Question

The table lists the pressure of one and the same silicon carbide cell, computed with a density functional and plane waves up to an increasing kinetic energy, the wave cutoff. Positive pressure means that the cell pushes outwards. The atoms and the cell edges never change.

VASP 6.6.1 calculations with the PBE functional and the recommended PAW potentials for hexagonal SiC (P6_3mc, 4 atoms per cell) at fixed geometry, without spin polarisation. All rows use a 9 × 9 × 6 k mesh and Gaussian smearing of 0.02 eV. Pressure and stress are positive in compression, and z is the hexagonal axis.

```
wave cutoff  pressure (GPa)  stress xx (GPa)  stress zz (GPa)
     200 eV         -22.310          -20.510          -25.900
     250 eV         -12.480          -10.730          -15.970
     300 eV          -4.590           -2.990           -7.780
     350 eV           0.180            1.770           -3.000
     400 eV           2.480            4.080           -0.720
     450 eV           3.450            5.060            0.220
     520 eV           3.640            5.250            0.410
     600 eV           3.500            5.110            0.270
     700 eV           3.450            5.070            0.220
```

(a) Why does a low cutoff make the pressure too low, and not too high?
(b) Find a rule, simple enough for mental arithmetic, for the pressure that is missing relative to the 700 eV row. Work it for 300 and 200 eV.
(c) How good is the rule, and where does it end?
(d) At 350 eV the pressure is nearly zero. A colleague concludes that the cell has its equilibrium size. Is that right?

Model answer

(a) The pressure tells how the energy responds when the cell is stretched a little. The program evaluates this response with a fixed set of plane waves, which are stretched along with the cell. Longer waves have less kinetic energy, so the stretched cell is described with a lower effective cutoff than before. If the basis was too small to begin with, it is now poorer still, and the energy comes out even further above its converged value. The cell therefore seems to resist expansion more than it really does, and this false pull is known as Pulay stress.

The size follows in two steps. Wave vectors scale as one over length, so the effective cutoff E_cut of a fixed set varies with the volume V as V^(−2/3). The chain rule then gives

P(reported) = P(at constant cutoff) + (2/3) (E_cut/V) (dE/dE_cut)

where E is the energy of the cell. A better basis lowers E, so the last term is negative. It fades when further plane waves no longer improve the orbitals.

(b) Subtract each pressure up to the 450 eV row from the 3.45 GPa of the 700 eV row and take the square root of what is missing. From 200 eV upwards this root falls by roughly one for every 50 eV, and it reaches zero at 450 eV. Hence the rule:

missing pressure in GPa ≈ n², with n = (450 − E_cut)/50 and E_cut in eV

In words, count the 50 eV steps still lacking to 450 eV and square them. From 450 eV on, the missing pressure is taken as zero.

At 300 eV three steps are lacking, so 9 GPa should be missing. Added to the reported −4.59 GPa, this gives 4.4 GPa, about 1 GPa above the 700 eV value. At 200 eV five steps are lacking and the rule adds 25 GPa to −22.31 GPa. The result is 2.7 GPa, about 0.8 GPa too low. Both rows helped to set the two round numbers, so these estimates show how closely the rule describes the table, not how well it predicts.

(c) The rule stays within 1 GPa of every row, and 300 eV is its worst case. Among the rows below 450 eV it is poorest in relative terms at 350 eV, where it overstates the missing pressure by 22%. It thus tells whether a cutoff costs one, ten or twenty-five gigapascals, but it does not replace a converged run.

It ends on both sides. Above 450 eV the squares must not be continued, because they would grow again while the table only ripples by 0.19 GPa. Below 200 eV there is no row to test it. For another material, or other potentials, both round numbers have to be found anew. Orbitals that vary more sharply near the nuclei need shorter waves, so their error should persist to a higher cutoff; in silicon carbide it is mainly carbon that asks for them.

(d) No. With two steps lacking, the rule adds 4 GPa to the reported 0.18 GPa, so the cell, with its atoms held where they are, is really under compression. The atoms have not been relaxed and still feel sizeable forces, so the pressure may change somewhat once they move. Even without the rule, the table gives a warning: stress xx is +1.77 GPa while stress zz is −3.00 GPa, and only the average over the three axes is close to zero. The difference between the two stresses is about the same at 700 eV, so the low cutoff is not its cause. The Pulay error has pulled all three components down by almost the same amount and has brought the average near zero by accident.

Remarks on the reasoning

Why a square? Potentials of this kind replace the true orbitals near the nuclei by smooth ones, which contain few waves beyond a certain momentum. The error should then run out at some cutoff instead of trailing off slowly, and a square is the simplest curve that reaches zero without a kink. This makes the form plausible but does not derive it.

The numbers do favour it over an exponential decay. Least-squares fits to the eight rows below 700 eV, with two free constants each, leave a typical miss of 0.2 GPa for the square and 1.0 GPa for the exponential. The fitted square ends at 433 eV and so gives only about half of the pressure that is still missing at 400 eV. The 450 eV of the rule is therefore a convenient round number and no sharp physical threshold.

It would be a mistake to judge the cutoff by the printed total energy. Between 250 and 300 eV the printed energies of these runs fall by only 0.014 eV per cell. Put into the formula of part (a), that slope accounts for about 0.2 GPa, whereas some 12 GPa are missing on average in this interval. Between 200 and 250 eV the printed energies even rise, which would give the wrong sign. The reason lies in the way VASP reports energies: it refers them to atoms whose energy is corrected for the same cutoff, and this hides most of the change. If the missing pressure is nearly all Pulay stress, as the almost equal shift of the three stress components suggests, the raw energy in the formula must change far more, by an amount of the order of electronvolts per cell between 200 and 700 eV.

At a given cutoff the correction for the atoms is the same for every volume, so it adds nothing to the stress and leaves the Pulay error in place. It also points to a way out. Energies computed at several volumes with the same cutoff, each with its own fresh set of plane waves, carry nearly the same basis error, and most of it drops out of their differences. An equilibrium volume taken from such a curve is usually much better than one found by following the stress at that cutoff.

What the missing pressure means for a lattice can be estimated by dividing it by the bulk modulus, roughly 220 GPa for silicon carbide. A cell relaxed at 300 eV with its plane waves held fixed would come out about 4% too small in volume. At 400 eV the same estimate gives less than half a percent. Two further steps of 50 eV thus turn a serious error in the lattice into a minor one.
